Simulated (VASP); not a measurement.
Here is the system:

```
PbS
1.0
    0.00000     3.00841     3.00841
    3.00841     0.00000     3.00841
    3.00841     3.00841     0.00000
Pb S
1 1
Direct
  0.00000   0.00000   0.00000
  0.50000   0.50000   0.50000
```

These are RPBE GGA, VASP's PBE PAW potentials (set 64) (plane waves; VASP) values and carry that method's errors. Numerical set-up: 520 eV cut-off, 8×8×8 Γ-centred mesh, Gaussian smearing of 0.050 eV, potentials Pb_d S.

Task: Give the stress tensor in GPa (positive for a compressed cell).

Result: 
```
1.57  0.00  0.00
0.00  1.57  0.00
0.00  0.00  1.57
```
The pressure is its mean diagonal, 1.57 GPa.

The compound is PbS in the rock salt structure. This cell is one point of a volume scan, at 0.97 of the reference volume.
